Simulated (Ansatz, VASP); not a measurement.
# Cross-check of Y2CSO (Y2COS MXene monolayer) between VASP and Ansatz

Aim: how closely do two programs agree when they are given the same cell, functional and k mesh? The structure shown is the end of the Ansatz relaxation below.

Method: plane waves, with VASP 6.6.1 beside it; single point at PBEsol with D3(BJ), in Ansatz 0.2.0.

## Step 1: The starting structure

The cell holds 5 atoms: 1 S, 2 Y, 1 C and 1 O. Cell: a = 3.563 Å, b = 3.563 Å, c = 42.797 Å, α = 90.0°, β = 90.0°, γ = 120.0°. Vacuum lies along c.

## Step 2: Ansatz: relaxation, PBEsol with D3(BJ)

Ansatz runs on its default PAW (the set named soft_2) files.

This run makes the geometry at which the two programs are then compared.

File input.yaml:

```yaml
crystal:
  lattice:
    - [3.47776, 0.0, 0.0]
    - [-1.73888, 3.0118285083, 0.0]
    - [0.0, 0.0, 42.7972203109]
  atoms:
    - { symbol: S, position: [0.3333333333, 0.6666666667, 0.4311027648] }
    - { symbol: "Y", position: [0.6666666667, 0.3333333333, 0.4753503205] }
    - { symbol: C, position: [0.0, 0.0, 0.5074138852] }
    - { symbol: "Y", position: [0.3333333333, 0.6666666667, 0.5394774499] }
    - { symbol: O, position: [0.6666666667, 0.3333333333, 0.5688972352] }
  periodic: [true, true, false]
kpoints:
  mp_grid: { grid: [12, 12, 1] }
hamiltonian:
  xc: pbesol
  dispersion: d3bj
scf:
  occupations: { method: fermi_dirac, width: 0.05 }
  convergence: { dr2_threshold: 1.0e-09 }
relax:
  f_tol: 0.004
  max_steps: 90
  cell: {}
output:
  write_potential: true
  write_density: true
  volumetric_format: npy
```

On the command line:

```bash
$ ansatz run input.yaml --threads 4 --pin off --max-ram 6144MiB --backend cpu --events-out ev --progress --plain --runs-dir out
```

Numbers of over 12 decimals in the logs are rounded to 6 here.

What it wrote:

```text
Warning: relax.cell: scf.convergence.dr2_threshold = 1e-9 eV is looser than the 1.97846156914e-10 eV advised for a relaxation that steers and ends on the stress (1e-10 eV for each atom of the cell: 5, times the square of relax.cell.stress_2d_tol = 0.05 N/m over 15.9 Å (the atoms' height at the walk's start and 5 Å past either face), 3.145e-2 GPa, over a crystal's default 0.05). What an SCF threshold leaves in a stress goes as its square root, and in the free energy as the threshold itself, and one threshold admits the most on a small cell: [figures from the program's tests cut] Set scf.convergence.dr2_threshold to 1.97846156914e-10 eV or tighter. [rest of the remark cut]
Engine: ansatz 0.2.0, x86_64-unknown-linux-gnu
Pseudopotentials: kind: paw
Pseudopotential: S, paw, valence charge 6, recommended cutoff 420 eV (normal), S.paw.azcp
Pseudopotential: Y, paw, valence charge 11, recommended cutoff 420 eV (normal), Y.paw.azcp
Pseudopotential: C, paw, valence charge 4, recommended cutoff 420 eV (normal), C.paw.azcp
Pseudopotential: O, paw, valence charge 6, recommended cutoff 420 eV (normal), O.paw.azcp
Functional definition: PBEsol
  exchange = pbesol_x
  correlation = pbesol_c
Crystal: 5 atoms, lattice volume = 448.276 Å³
Basis set: ecut = 420 eV, 8717 PW (Γ), exchange–correlation on 48×48×576 points (8 copies of the dense FFT grid, shifted against one another)
Bands: 24, of which v1, the nominal top of the filled ones, is band 19 counted from 1 (18 counted from 0)
Symmetry: 6 space group operations
Space group: P3m1 (ITA 156), of the structure as read, at distance tolerance 7.7e-5 Å
k-points: 19 of 144 (time reversal used)
Non-local potential: S, projectors of the file, l = 0: 2, l = 1: 2, l = 2: 2
Non-local potential: Y, projectors of the file, l = 0: 3, l = 1: 2, l = 2: 2, l = 3: 1
Non-local potential: C, projectors of the file, l = 0: 2, l = 1: 2, l = 2: 1
Non-local potential: O, projectors of the file, l = 0: 2, l = 1: 2, l = 2: 1
PAW form: soft (Blöchl's): semilocal exchange-correlation on the pseudo side does not see the compensation charge
PAW frozen core: S, regenerated for the run's functional, and the local potential with it (the file was generated under x = pbe(κ = 0.804, μ = 0.219515), c = pbe(β = 0.066725))
PAW frozen core: Y, regenerated for the run's functional, and the local potential with it (the file was generated under x = pbe(κ = 0.804, μ = 0.219515), c = pbe(β = 0.066725))
PAW frozen core: C, regenerated for the run's functional, and the local potential with it (the file was generated under x = pbe(κ = 0.804, μ = 0.219515), c = pbe(β = 0.066725))
PAW frozen core: O, regenerated for the run's functional, and the local potential with it (the file was generated under x = pbe(κ = 0.804, μ = 0.219515), c = pbe(β = 0.066725))
PAW one-centre angular grid: S, 110 points (default); XC on 64 Gauss nodes
PAW one-centre angular grid: Y, 590 points (default); XC on 64 Gauss nodes
PAW one-centre angular grid: C, 110 points (default); XC on 64 Gauss nodes
PAW one-centre angular grid: O, 110 points (default); XC on 64 Gauss nodes
Initial density: superposition of atomic densities (neutral atoms: chi_scale 0, normalization atom), corrected by the library's trained network
Initial wavefunctions: pseudopotential atomic-orbital guess
Functional: x = pbesol(κ = 0.804, μ = 0.123457), c = pbesol(β = 0.046)
SCF iter   1: F=—  HF=-9285.962934 eV  |F-HF|=—  |Δ(HF+E_count)|=         —  Δρ=1.42e-2  dr2=1.89e1  ethr=1.77e-3  ⟨swp⟩=11.9  Hψ=3542  notcnv=0
preconditioner: auto → LDOS  [metal: Δε(μ)=0.029 eV  Ē_g=13.594 eV  σ=0.050 eV  W_gap=0.14  n_scr=24 (ndim 8)  ℏωp=10.2 eV  f_vac=0.782  D(μ)=4.57/eV (n_scr^D=18)  β→1.0]
SCF iter   2: F=—  HF=-9285.684431 eV  |F-HF|=—  |Δ(HF+E_count)|=   2.79e-1  Δρ=1.01e-2  dr2=6.92e-1  ethr=1.77e-3  ⟨swp⟩=3.9  Hψ=983  notcnv=0
SCF iter   3: F=—  HF=-9285.589492 eV  |F-HF|=—  |Δ(HF+E_count)|=   9.49e-2  Δρ=3.89e-3  dr2=2.96e-1  ethr=1.77e-3  ⟨swp⟩=2.5  Hψ=677  notcnv=0
SCF iter   4: F=—  HF=-9285.577992 eV  |F-HF|=—  |Δ(HF+E_count)|=   1.15e-2  Δρ=1.31e-3  dr2=3.58e-2  ethr=7.79e-4  ⟨swp⟩=2.0  Hψ=728  notcnv=0
SCF iter   5: F=—  HF=-9285.576474 eV  |F-HF|=—  |Δ(HF+E_count)|=   1.52e-3  Δρ=2.77e-4  dr2=9.77e-4  ethr=9.42e-5  ⟨swp⟩=3.1  Hψ=922  notcnv=0
[...]
preconditioner: auto → LDOS  [metal: Δε(μ)=0.036 eV  Ē_g=13.932 eV  σ=0.050 eV  W_gap=0.17  n_scr=24 (ndim 8)  ℏωp=10.0 eV  f_vac=0.789  D(μ)=4.37/eV (n_scr^D=16)  β→1.0]
SCF iter   2: F=—  HF=-9287.133962 eV  |F-HF|=—  |Δ(HF+E_count)|=   3.42e-5  Δρ=5.28e-5  dr2=2.87e-5  ethr=6.35e-7  ⟨swp⟩=2.2  Hψ=559  notcnv=0
SCF iter   3: F=—  HF=-9287.133937 eV  |F-HF|=—  |Δ(HF+E_count)|=   2.54e-5  Δρ=3.28e-5  dr2=8.34e-6  ethr=7.56e-8  ⟨swp⟩=2.9  Hψ=742  notcnv=0
SCF iter   4: F=—  HF=-9287.133936 eV  |F-HF|=—  |Δ(HF+E_count)|=   4.98e-7  Δρ=5.96e-6  dr2=6.48e-7  ethr=2.20e-8  ⟨swp⟩=2.5  Hψ=634  notcnv=0
SCF iter   5: F=—  HF=-9287.134087 eV  |F-HF|=—  |Δ(HF+E_count)|=   1.51e-4  Δρ=2.86e-6  dr2=9.03e-8  ethr=1.70e-9  ⟨swp⟩=3.2  Hψ=831  notcnv=0
SCF iter   6: F=—  HF=-9287.134087 eV  |F-HF|=—  |Δ(HF+E_count)|=   8.25e-8  Δρ=1.13e-6  dr2=2.05e-8  ethr=2.38e-10  ⟨swp⟩=2.7  Hψ=741  notcnv=0
SCF iter   7: F=—  HF=-9287.134087 eV  |F-HF|=—  |Δ(HF+E_count)|=   2.56e-8  Δρ=5.51e-7  dr2=2.74e-9  ethr=5.41e-11  ⟨swp⟩=2.9  Hψ=778  notcnv=0
SCF iter   8: F=-9287.134087 eV  HF=-9287.134087 eV  |F-HF|=7.97e-9  |Δ(HF+E_count)|=   1.63e-8  Δρ=1.95e-7  dr2=3.60e-10  ethr=2.63e-12  ⟨swp⟩=11.3  Hψ=3614  notcnv=0
SCF 11 converged in 8 iterations: F = -9287.134087 eV  dr2 = 3.60e-10
relax step  11: F+E_penalty+E_count = -9287.13408746 eV  Δ(F+E_penalty+E_count) = +1.003e-4 eV  max|allowed force component| = 2.573e-3 eV/Å  Δτ_max = 0.0027 Å  P = -0.002 N/m  Ω = 470.500 Å³  energy of the carried Pulay correction = -1.617e-4 eV  fix = [c, alpha, beta]  reactions: c -0.000 N/m  (8 SCF iters, accepted)
iter 1 solved again at ethr=3.36e-7 eV; its pass at ethr=3.10e-3 eV (dr2=1.28e-4 eV) is discarded
SCF iter   1: F=—  HF=-9287.133971 eV  |F-HF|=—  |Δ(HF+E_count)|=         —  Δρ=8.26e-6  dr2=3.00e-8  ethr=3.36e-7  ⟨swp⟩=5.3  Hψ=5345  notcnv=0
eigensolver tolerance schedule: the retry pair's looser diagonalisation over-reported the residual by 4258.61 of it (diagonalisation noise at 0.86 of the residual, at the tolerance the schedule requests for it); recorded, not acted on — ethr = c·dr2/N_el stays at c = 1.0e-1
preconditioner: auto → LDOS  [metal: Δε(μ)=0.036 eV  Ē_g=13.932 eV  σ=0.050 eV  W_gap=0.17  n_scr=24 (ndim 8)  ℏωp=10.0 eV  f_vac=0.788  D(μ)=4.37/eV (n_scr^D=16)  β→1.0]
SCF iter   2: F=—  HF=-9287.134220 eV  |F-HF|=—  |Δ(HF+E_count)|=   2.49e-4  Δρ=3.20e-6  dr2=3.40e-8  ethr=7.90e-11  ⟨swp⟩=5.6  Hψ=1817  notcnv=0
SCF iter   3: F=-9287.134220 eV  HF=-9287.134220 eV  |F-HF|=1.66e-8  |Δ(HF+E_count)|=   2.09e-8  Δρ=4.89e-7  dr2=9.01e-10  ethr=2.63e-12  ⟨swp⟩=17.6  Hψ=5005  notcnv=0
SCF 12 converged in 3 iterations: F = -9287.134220 eV  dr2 = 9.01e-10
relax step  12: F+E_penalty+E_count = -9287.13422012 eV  Δ(F+E_penalty+E_count) = -1.327e-4 eV  max|allowed force component| = 2.575e-3 eV/Å  Δτ_max = 0.0000 Å  P = -0.001 N/m  Ω = 470.500 Å³  fix = [c, alpha, beta]  reactions: c -0.000 N/m  stress off target by 6.03e-4 N/m on what of the cell is left free  SCF on the basis re-selected at this cell (its energy is not comparable with the rows above)  (3 SCF iters)
basis re-selected at this cell: Δ(F+E_penalty+E_count) = -1.327e-4 eV, ΔP = +0.001 N/m vs the last step (what re-selecting the basis moved, of the pressure what is left beyond the Pulay correction that the steps carried, after the strain that the cell walked since its last selection, with what the two solves' SCF thresholds leave and, on support functions, any second-order correction that the steps lacked; it is no m [...]
WARN: The output density's exchange-correlation potential varies sharply where the density is thin. Do not read a vacuum level from v_tot or v_xc, or from such a field of the output density. On a cell that repeats whose density bears no net charge and no dipole along the vacuum's axis use v_es (v_loc + v_h of the components); under efield.dipole_correction with no amplitude use v_es + v_field, which holds any externa [...]
SCF converged after 3 iterations
Free energy (F): -9287.134220 eV
Harris-Foulkes:  -9287.134220 eV  (|F-HF|=1.66e-8)
Internal energy: -9287.099041 eV  (E = F + TS)
E sigma→0 (E₀):  -9287.116631 eV
Entropy (-TS):   -0.035179 eV (-7.036 meV/atom)
Fermi energy:    -6.043182 eV
--- Per-component energies (eV) ---
  E_band       = -738.547858
  E_kinetic    = 979.431406
  E_local      = -101379.376076  (includes V_loc(G=0)·N_el)
  E_nonlocal   = 207.259626
  E_hartree    = 50123.835108
  E_xc         = -561.400551
  E_vxc        = -638.164249  (∫ρ·V_xc dr)
  E_paw        = -6377.703286  (= ΣΔE_a)
  E_vpaw       = -155.370965  (= ΣTr[D̂ρ^β])
  E_aug_tail   = 0.002442  (compensation charges beyond the density's cutoff)
  E_ewald      = 47721.353899
  E_disp       = -0.917493  (pairwise vdW)
  E_core_change = 0.415883  (= ΣΔE_core)
  E_smearing   = -0.035179  (= −TS)
  E_closure    = -0.000000  (closes the sum)
  Σ components = -9287.134220   (vs F -9287.134220, Δ=0.00e0)
--- Forces (eV/Å), atoms counted from 1 ---
  atom   1  S      0.00000000     0.00000000     0.00090694
  atom   2  Y      0.00000000     0.00000000    -0.00098372
  atom   3  C      0.00000000     0.00000000    -0.00000881
  atom   4  Y     -0.00000000     0.00000000     0.00257150
  atom   5  O     -0.00000000     0.00000000    -0.00250150
  max |Σ_I F_I| component: 1.56e-5 eV/Å
--- 2D stress c σ (N/m, compression-positive) ---
       -0.000603       0.000000       0.000000
       -0.000000      -0.000603       0.000000
        0.000000       0.000000      -0.000000
  P = ½ c Tr σ = -0.0006 N/m
--- Band table (eV; the first three rows and the last of 19) ---
  k-point 0: bands = [... 15 lower, -6.8344, -6.8344, -6.1312, -5.0793, -5.0793, -2.1848, -1.8394, -1.8394, ... 1 higher]
  k-point 1: bands = [... 15 lower, -7.0970, -6.8151, -5.9104, -5.4690, -5.2118, -2.2060, -1.8536, -1.6607, ... 1 higher]
  k-point 2: bands = [... 15 lower, -7.3739, -6.7854, -6.3421, -5.7008, -5.4854, -2.5474, -1.5941, -1.4559, ... 1 higher]
  k-point 18: bands = [... 15 lower, -7.8799, -7.5148, -7.2251, -6.7620, -6.3946, -2.0954, -1.0606, -0.9529, ... 1 higher]
  the weakly bound empty levels are not read free of the cell's end (no_gap_told)
--- Relaxed structure (10 steps of the walk, 10 accepted, 2 SCFs on fresh bases) ---
  F+E_penalty+E_count = -9287.13422012 eV   max|allowed force component| = 2.575e-3 eV/Å   (the final SCF, on the basis selected at the relaxed cell)
  cell:  # Å, volume = 470.5004 Å³
    - [3.562927, 0, 0]
    - [-1.781463, 3.085585, 0]
    - [0, 0, 42.7972203109]
  atoms:
    - { symbol: S, position: [0.333333, 0.666667, 0.435227] }
    - { symbol: Y, position: [0.666667, 0.333333, 0.473489] }
    - { symbol: C, position: [-2.2302194084637464e-18, 0, 0.504965] }
    - { symbol: Y, position: [0.333333, 0.666667, 0.546187] }
    - { symbol: O, position: [0.666667, 0.333333, 0.562374] }
```

[end of part 1 of 2]

[Lines on the potential files, build, host, timing and source positions are cut from VASP's logs without a mark.]

[Logs are printed without paths, hosts, clocks, repeated set-up lines and the standing remarks that a program may print on its own settings, such as how far it seeks lower states.]

[Hosts, paths, dates, database ids (printed as entryN), source tags and the programs' standing remarks are cut or masked in the printed files.]
